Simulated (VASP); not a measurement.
## CuB: single point with PBE

The system is CuB.

```
Cu B
1.0
     4.06206    0.00000    0.00000
     0.00000    4.06206    0.00000
     0.00000    0.00000    4.06206
Cu B
3 3
Direct
  0.50000 0.00000 0.00000
  0.00000 0.50000 0.00000
  0.00000 0.00000 0.50000
  0.00000 0.50000 0.50000
  0.50000 0.00000 0.50000
  0.50000 0.50000 0.00000
```

The cell was built by a generator and needn't be a form met in nature.

The cell isn't the ideal one: random cell by space group and Wyckoff sites (Pm-3m, No. 221).

| Property | Result |
| --- | --- |
| Program | VASP 6.6.1 |
| Task | single point |
| Functional | PBE |
| Potentials or basis | VASP PAW PBE potentials, release 64 (Cu, B) |
| Cutoff | 520 eV |
| k mesh | 4 × 4 × 4 |
| Occupations | gaussian, width 0.1 eV |
| Spin | no spin polarisation |

| Item | Value |
| --- | --- |
| Pressure | 0.3 GPa |
| Band gap on the k mesh | none (metal or under the smearing width) |

Levels at points of the mesh, in eV from the Fermi level:
| k point | band 19 | band 20 | band 21 | band 22 | band 23 | band 24 |
| --- | --- | --- | --- | --- | --- | --- |
| (0.00, 0.00, 0.00) | -3.17 | -0.66 | -0.66 | 0.37 | 0.37 | 0.37 |
| (0.50, 0.00, 0.00) | -1.44 | -1.14 | -0.97 | -0.97 | 0.30 | 1.07 |
| (0.50, 0.50, 0.00) | -2.94 | -0.17 | -0.17 | 0.59 | 1.87 | 1.87 |
| (0.50, 0.50, 0.50) | -1.87 | -1.87 | -1.87 | -1.58 | -1.19 | 5.11 |

Run time: 13 s on 1 thread of Intel(R) Xeon(R) 6975P-C (Granite Rapids), with other jobs on the host, peak memory 0.17 GiB.

Caveat: the k mesh is coarse (spacing up to 0.39 Å⁻¹), so the values aren't converged.
